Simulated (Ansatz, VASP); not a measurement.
# GaGe in VASP and in Ansatz

```
Ge Ga
1.0
     0.00000    2.89784    2.89784
     2.89784    0.00000    2.89784
     2.89784    2.89784    0.00000
Ge Ga
1 1
Direct
  0.00000 0.00000 0.00000
  0.25000 0.25000 0.25000
```

The cell comes from a database or a generator and needn't be the stable form of this composition.

Alike in both runs: task relaxation of cell and atoms; functional RPBE; k mesh 8 × 8 × 8; occupations fermi-dirac, width 0.05 eV; no spin polarisation.

```csv
,VASP,Ansatz
version,VASP 6.6.1,Ansatz 0.2.0
potentials or method,"VASP PAW PBE potentials, release 64 (Ge_d, Ga_d)",Ansatz PAW
plane-wave cutoff (eV),600,420
valence electrons in the cell,27,27
```

```csv
,VASP,Ansatz,Ansatz less VASP
"gap on the k mesh at the Fermi level, each at its own relaxed structure (eV)",none,none,-
relaxed volume (Å³/atom),25.33,25.29,-0.041
relaxed cell length with the largest relative difference (Å),4.153,4.151,-0.0022
energy change over the relaxation (meV/atom),-6,-6,+0.2
```

A gap of «none» marks a metal or a gap that the smearing closes.

Caveats: the PAW data sets were made with another functional, which shifts forces and pressure a little (VASP); the plane-wave basis is chosen anew once the cell has moved, so the energies of steps on either side of that aren't comparable (Ansatz); the PAW data sets come from PBE, with cores solved anew for the run's functional, which leaves a small shift of forces and pressure (Ansatz).
